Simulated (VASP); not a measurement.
An input for Ansatz (written as the equivalent of a VASP run, and not itself run):

Ansatz 0.2 input:
```yaml
crystal:
  lattice:
    - [4.3255722, 0.0000000, 0.0000000]
    - [-2.1627861, 3.7460555, 0.0000000]
    - [0.0000000, 0.0000000, 7.4214857]
  atoms:
    - { symbol: Ba, position: [1.0000000, 0.0000000, 0.0000000] }
    - { symbol: Cd, position: [0.6666670, 0.3333330, 0.3693060] }
    - { symbol: Cd, position: [0.3333330, 0.6666670, 0.6306940] }
    - { symbol: P, position: [0.6666670, 0.3333330, 0.7348050] }
    - { symbol: P, position: [0.3333330, 0.6666670, 0.2651950] }
kpoints:
  mp_grid: { grid: [5, 5, 3] }
hamiltonian:
  xc: lda
  pseudopotentials: { kind: paw }
scf:
  occupations: { method: gaussian, width: 0.05 }
  max_iter: 100
relax:
  max_steps: 60
  f_tol: 0.02
  cell: {}
output: { forces: true, stress: true, eigenvalues: true }
```

Problem. Translate this input to VASP (INCAR, KPOINTS, POSCAR, choice of POTCAR).

Solution. One answer among several that fit: 
**INCAR**
```
IBRION  =  2
LWAVE  =  .FALSE.
ALGO  =  Normal   ! blocked Davidson
LREAL  =  .FALSE.
LASPH  =  .TRUE.
PREC  =  Accurate
NSW  =  60   ! most ionic steps
ISIF  =  3
NELM  =  100   ! most electronic steps
ENCUT  =  400   ! plane-wave cut-off (eV)
SYSTEM  =  Ba(CdP)2
SIGMA  =  0.05
LMAXMIX  =  4
EDIFFG  =  -0.02   ! ionic stop
ISMEAR  =  0   ! Gaussian
LCHARG  =  .FALSE.
EDIFF  =  1E-6   ! SCF stop (eV)
```

### KPOINTS
```
Automatic mesh
0
Gamma
5 5 3
0 0 0
```

**POSCAR**
```
Ba(CdP)2
1.0
  4.3255722070   0.0000000000   0.0000000000
 -2.1627861035   3.7460554896   0.0000000000
  0.0000000000   0.0000000000   7.4214856948
Ba Cd P
1 2 2
Cart
  4.3255722070   0.0000000000   0.0000000000
  2.1627882663   1.2486839145   2.7407995099
 -0.0000021628   2.4973715751   4.6806861849
  2.1627882663   1.2486839145   5.4533448271
 -0.0000021628   2.4973715751   1.9681408677
```

POTCAR, in this order: Ba_sv Cd P (LDA.64 set). Program: vasp_std.

The two are equivalent in intent, not identical: each code has its own PAW files, so the cut-off isn't converted (ENCUT is set for VASP's; basis.ecutwfc is left out, and Ansatz then takes the one that its files recommend); Ansatz stops its SCF on the density residual and VASP on the energy change (EDIFF); Ansatz's lda is the Perdew-Wang form, while the LDA potentials of VASP carry Perdew-Zunger's.

The structure comes from a computed database's BaCd2P2 entry (P-3m1); how it stands against other phases isn't given here. This run relaxes it. Symmetry was kept, so distortions that lower it aren't found. The start is the result of an earlier pass.
